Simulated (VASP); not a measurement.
Output of a VASP run:

File OUTCAR:
```
 ion  position               nearest neighbor table
   1  0.000  0.000  0.000-   2 2.67   2 2.67   2 2.67   2 2.67   2 2.67   2 2.67   2 2.67   2 2.67
  LATTYP: Found a simple tetragonal cell.
 ALAT       =     2.7002269932
 C/A-ratio  =     1.3789518667
 Subroutine PRICEL returns:
 Original cell was already a primitive cell.
 Subroutine GETGRP returns: Found 16 space group operations
The static configuration has the point symmetry D_4h.
The dynamic configuration has the point symmetry D_4h.
The overall configuration has the point symmetry D_4h.
 Subroutine INISYM returns: Found 16 space group operations
 Subroutine IBZKPT returns following result:
 Found    168 irreducible k-points:

 Following reciprocal coordinates:
            Coordinates               Weight
  0.000000  0.000000  0.000000      1.000000
  0.076923  0.000000  0.000000      4.000000
  0.153846  0.000000  0.000000      4.000000
  0.230769  0.000000  0.000000      4.000000
  0.307692  0.000000  0.000000      4.000000
  0.384615  0.000000  0.000000      4.000000
  0.461538  0.000000  0.000000      4.000000
  0.076923  0.076923  0.000000      4.000000
  0.153846  0.076923  0.000000      8.000000
  0.230769  0.076923  0.000000      8.000000
  0.307692  0.076923  0.000000      8.000000
  0.384615  0.076923  0.000000      8.000000
  0.461538  0.076923  0.000000      8.000000
  0.153846  0.153846  0.000000      4.000000
  0.230769  0.153846  0.000000      8.000000
  0.307692  0.153846  0.000000      8.000000
  0.384615  0.153846  0.000000      8.000000
  0.461538  0.153846  0.000000      8.000000
  0.230769  0.230769  0.000000      4.000000
  0.307692  0.230769  0.000000      8.000000
  0.384615  0.230769  0.000000      8.000000
  0.461538  0.230769  0.000000      8.000000
  0.307692  0.307692  0.000000      4.000000
  0.384615  0.307692  0.000000      8.000000
  0.461538  0.307692  0.000000      8.000000
  0.384615  0.384615  0.000000      4.000000
  0.461538  0.384615  0.000000      8.000000
  0.461538  0.461538  0.000000      4.000000
  0.000000  0.000000  0.100000      2.000000
  0.076923  0.000000  0.100000      8.000000
  0.153846  0.000000  0.100000      8.000000
  0.230769  0.000000  0.100000      8.000000
  0.307692  0.000000  0.100000      8.000000
  0.384615  0.000000  0.100000      8.000000
  0.461538  0.000000  0.100000      8.000000
  0.076923  0.076923  0.100000      8.000000
  0.153846  0.076923  0.100000     16.000000
  0.230769  0.076923  0.100000     16.000000
  0.307692  0.076923  0.100000     16.000000
  0.384615  0.076923  0.100000     16.000000
   k-points           NKPTS =    168   k-points in BZ     NKDIM =    168   number of bands    NBANDS=     15
   number of dos      NEDOS =    301   number of ions     NIONS =      2
   total plane-waves  NPLWV =  11200
   dimension x,y,z NGX =    20 NGY =   20 NGZ =   28
   dimension x,y,z NGXF=    40 NGYF=   40 NGZF=   56
   ions per type =               1   1
   PREC   = accura    normal or accurate (medium, high low for compatibility)
   ISTART =      0    job   : 0-new  1-cont  2-samecut
   ICHARG =      2    charge: 1-file 2-atom 10-const
   ISPIN  =      2    spin polarized calculation?
   LNONCOLLINEAR =      F non collinear calculations
   LSORBIT =      F    spin-orbit coupling
   INIWAV =      1    electr: 0-lowe 1-rand  2-diag
   ENCUT  =  520.0 eV  38.22 Ry    6.18 a.u.   5.02  5.02  6.92*2*pi/ulx,y,z
   NELM   =    100;   NELMIN=  2; NELMDL= -5     # of ELM steps
   EDIFF  = 0.1E-06   stopping-criterion for ELM
   LREAL  =      F    real-space projection
   NLSPLINE    = F    spline interpolate recip. space projectors
   LMAXMIX     =    6 max onsite mixed and CHGCAR
   VOSKOWN=      0    Vosko Wilk Nusair interpolation
   EDIFFG = -.1E-01   stopping-criterion for IOM
   NSW    =     30    number of steps for IOM
   NBLOCK =      1;   KBLOCK =     30    inner block; outer block
...
```

OSZICAR:
```
       N       E                     dE             d eps       ncg     rms          rms(c)
DAV:   1     0.932533122100E+02    0.93253E+02   -0.88444E+03 10400   0.134E+03
DAV:   2    -0.127920699869E+02   -0.10605E+03   -0.94968E+02 10423   0.257E+02
DAV:   3    -0.161309785875E+02   -0.33389E+01   -0.32365E+01 12474   0.550E+01
DAV:   4    -0.161660286156E+02   -0.35050E-01   -0.35037E-01 11744   0.479E+00
DAV:   5    -0.161669639857E+02   -0.93537E-03   -0.93536E-03 13245   0.892E-01    0.171E+01
DAV:   6    -0.171115822907E+02   -0.94462E+00   -0.13069E+01 10819   0.814E+01    0.226E+01
DAV:   7    -0.149333086841E+02    0.21783E+01   -0.92481E+00 12793   0.790E+01    0.899E+00
DAV:   8    -0.148797890834E+02    0.53520E-01   -0.44817E-01 12128   0.107E+01    0.417E+00
DAV:   9    -0.148024455428E+02    0.77344E-01   -0.12455E-01 14652   0.762E+00    0.183E+00
DAV:  10    -0.147924096624E+02    0.10036E-01   -0.32871E-02 15442   0.347E+00    0.629E-01
DAV:  11    -0.147918202780E+02    0.58938E-03   -0.19680E-03 12824   0.635E-01    0.241E-01
DAV:  12    -0.147917795376E+02    0.40740E-04   -0.19967E-04 13427   0.186E-01    0.914E-02
DAV:  13    -0.147917805006E+02   -0.96308E-06   -0.23259E-05 13255   0.871E-02    0.328E-02
DAV:  14    -0.147917811448E+02   -0.64414E-06   -0.33495E-06 13414   0.271E-02    0.135E-02
DAV:  15    -0.147917814308E+02   -0.28597E-06   -0.22571E-06 13196   0.368E-02    0.370E-03
DAV:  16    -0.147917815589E+02   -0.12815E-06   -0.29359E-07  8570   0.903E-03    0.191E-03
DAV:  17    -0.147917815639E+02   -0.49542E-08   -0.43428E-08  5621   0.288E-03
   1 F= -.15882358E+02 E0= -.15882288E+02  d E =-.158824E+02  mag=     3.2263
       N       E                     dE             d eps       ncg     rms          rms(c)
DAV:   1    -0.147923972342E+02   -0.61568E-03   -0.27966E-02 11326   0.136E+00    0.154E-01
DAV:   2    -0.147923435952E+02    0.53639E-04   -0.16901E-03 13561   0.102E+00    0.240E-01
DAV:   3    -0.147920203463E+02    0.32325E-03   -0.90887E-04 12896   0.833E-01    0.721E-02
DAV:   4    -0.147919611696E+02    0.59177E-04   -0.96660E-05 12926   0.102E-01    0.325E-02
DAV:   5    -0.147919578174E+02    0.33522E-05   -0.96230E-06 14264   0.632E-02    0.125E-02
DAV:   6    -0.147919571406E+02    0.67677E-06   -0.72163E-07 11732   0.889E-03    0.495E-03
DAV:   7    -0.147919571020E+02    0.38586E-07   -0.13601E-07  7931   0.538E-03
   2 F= -.15882521E+02 E0= -.15882465E+02  d E =-.163145E-03  mag=     3.2212
       N       E                     dE             d eps       ncg     rms          rms(c)
DAV:   1    -0.147921072820E+02   -0.15014E-03   -0.77657E-03 11298   0.717E-01    0.814E-02
DAV:   2    -0.147920940678E+02    0.13214E-04   -0.47214E-04 13534   0.543E-01    0.128E-01
DAV:   3    -0.147920022837E+02    0.91784E-04   -0.25625E-04 12910   0.441E-01    0.378E-02
DAV:   4    -0.147919860060E+02    0.16278E-04   -0.26756E-05 12871   0.532E-02    0.173E-02
DAV:   5    -0.147919850397E+02    0.96638E-06   -0.26668E-06 14255   0.333E-02    0.660E-03
DAV:   6    -0.147919848510E+02    0.18869E-06   -0.19178E-07  8746   0.461E-03    0.259E-03
DAV:   7    -0.147919848354E+02    0.15583E-07   -0.42215E-08  5516   0.277E-03
   3 F= -.15882542E+02 E0= -.15882498E+02  d E =-.184248E-03  mag=     3.2185
```

OUTCAR:
```
------------------------ aborting loop because EDIFF is reached ----------------------------------------
 Edisp (eV)   -1.09056
  FORCE on cell =-STRESS in cart. coord.  units (eV):
  Direction    XX          YY          ZZ          XY          YZ          ZX
  --------------------------------------------------------------------------------------
  Total      -0.03857    -0.03857    -0.03999     0.00000     0.00000     0.00000
  in kB      -2.27616    -2.27616    -2.35976     0.00000     0.00000     0.00000
  external pressure =       -2.30 kB  Pullay stress =        0.00 kB
  volume of cell :       27.15
      direct lattice vectors                 reciprocal lattice vectors
     2.696159971  0.000000000  0.000000000     0.370897874  0.000000000  0.000000000
     0.000000000  2.696159971  0.000000000     0.000000000  0.370897874  0.000000000
    -0.000000000  0.000000000  3.734724901     0.000000000  0.000000000  0.267757339
 POSITION                                       TOTAL-FORCE (eV/Angst)
 -----------------------------------------------------------------------------------
      0.00000      0.00000      0.00000         0.000000      0.000000      0.000000
      1.34808      1.34808      1.86736        -0.000000      0.000000      0.000000
 -----------------------------------------------------------------------------------
    total drift:                               -0.000000      0.000000      0.000000
  FREE ENERGIE OF THE ION-ELECTRON SYSTEM (eV)
  ---------------------------------------------------
  free  energy   TOTEN  =       -15.8825417749 eV

  energy  without entropy=      -15.8824116189  energy(sigma->0) =      -15.88249839

 total charge

# of ion       s       p       d       tot
------------------------------------------
    1        0.413   0.463   6.142   7.019
    2        0.725   0.685   8.067   9.478
--------------------------------------------------
tot          1.139   1.149  14.210  16.497

 magnetization (x)

# of ion       s       p       d       tot
------------------------------------------
    1        0.003  -0.007   2.878   2.874
    2       -0.025  -0.070   0.415   0.320
--------------------------------------------------
tot         -0.022  -0.077   3.292   3.194

 reached required accuracy - stopping structural energy minimisation
```
(Selected blocks of OUTCAR.)

File POSCAR:
```
FePt
1
    2.7002269932     0.0000000000     0.0000000000
    0.0000000000     2.7002269932     0.0000000000
    0.0000000000     0.0000000000     3.7234830527
Fe Pt
1 1
Direct
  0.0000000000   0.0000000000   0.0000000000
  0.5000000000   0.5000000000   0.5000000000
```

### Question
Write an INCAR and KPOINTS that could have produced this output.

### Answer
One answer among several that fit: the input of the run itself, PBE GGA with D3 dispersion (Becke-Johnson damping), plane waves, VASP's PBE PAW potentials (set 64).

**KPOINTS**
```
K-points
0
Gamma
13 13 10
```

INCAR:
```
SYSTEM = FePt
PREC = Accurate; ENCUT = 520; LREAL = F
LASPH = T
EDIFF = 1E-7; NELM = 100; ALGO = Normal
LMAXMIX = 6
ISMEAR = 1; SIGMA = 0.1
GGA = PE; IVDW = 12
MAGMOM = 2.9 0.3
ISPIN = 2
IBRION = 2; NSW = 30; ISIF = 4
EDIFFG = -0.01
LWAVE = F; LCHARG = F; LORBIT = 10
```

POTCAR, in this order: Fe Pt (PBE.64 set). Program: vasp_std.

The compound is FePt in the L1_0 structure. This run relaxes it. Symmetry was kept, so distortions that lower it aren't found.
